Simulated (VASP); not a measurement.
Consider the following.

```
CELL_PARAMETERS angstrom
      3.94086     0.00000     0.00000
      0.00000     3.94086     0.00000
      0.00000     0.00000     4.00432
ATOMIC_POSITIONS crystal
  Ba 0.00000 0.00000 0.00040
  Ti 0.50000 0.50000 0.51438
  O  0.50000 0.50000 0.97755
  O  0.00000 0.50000 0.48584
  O  0.50000 0.00000 0.48584
```

Level of theory: LDA (Ceperley-Alder, Perdew-Zunger), VASP's LDA PAW potentials (set 64) (plane waves; VASP 6.6.1). Settings: 520 eV cut-off, 10×10×10 Γ-centred mesh, Gaussian smearing of 0.010 eV, potentials Ba_sv Ti_sv O.

Unless said otherwise, spin-orbit coupling is left out, though it shifts the bands of the heavy elements here.

Problem. Estimate the energy per atom (σ→0), band gap (on the k-mesh) with the smallest direct gap where there is one.

Solution. 
```json
{
 "band gap (on the k-mesh)": "1.75 eV",
 "smallest direct gap (on the k-mesh)": "2.08 eV",
 "energy per atom (σ→0)": "-8.833 eV/atom"
}
```

Total energies compare only between runs with the same potentials, cut-off and functional.

The compound is BaTiO3 in the tetragonal perovskite structure. It was relaxed first.
